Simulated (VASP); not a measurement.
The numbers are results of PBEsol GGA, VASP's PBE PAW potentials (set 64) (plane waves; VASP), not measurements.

A VASP calculation is set up with these files.

INCAR:
```
EDIFF  =  1E-6   # SCF stop (eV)
LASPH  =  .TRUE.   # aspherical one-centre terms
SIGMA  =  0.05   # width (eV)
IBRION  =  2
EDIFFG  =  -0.02
LCHARG  =  .FALSE.
ALGO  =  Normal   # blocked Davidson
PSTRESS  =  50
LWAVE  =  .FALSE.
LREAL  =  .FALSE.
ENCUT  =  620   # plane-wave cut-off (eV)
PREC  =  Accurate
NSW  =  40
GGA  =  PS   # PBEsol
ISIF  =  3   # ions, shape and volume
ISMEAR  =  0   # Gaussian
NELM  =  100
SYSTEM  =  SiC
```

**POSCAR**
```
SiC
1
    1.5385284524    -2.6648092055     0.0000000000
    1.5385284524     2.6648092055     0.0000000000
    0.0000000000     0.0000000000     5.0519806083
Si C
2 2
Direct
  0.6666670000   0.3333330000   0.4996384767
  0.3333330000   0.6666670000   0.9996384767
  0.6666670000   0.3333330000   0.8753615233
  0.3333330000   0.6666670000   0.3753615233
```

KPOINTS:
```
Automatic mesh
0
Gamma
8 8 5
0 0 0
```

POTCAR, in this order: Si C (PBE.64 set). Program: vasp_std.

### Question
What will the output report for the number of irreducible k-points (NKPTS), largest plane-wave count, number of space-group operations, FFT grid (NGX, NGY, NGZ)?

### Answer

```json
{
 "number of irreducible k-points (NKPTS)": "30",
 "largest_plane_wave_count": "1472",
 "number_of_space_group_operations": "12",
 "FFT grid (NGX, NGY, NGZ)": "28 × 28 × 42"
}
```

The compound is SiC in the wurtzite structure, the rare 2H polytype. This run relaxes it under an external pressure of 5 GPa. Symmetry was kept, so distortions that lower it aren't found.
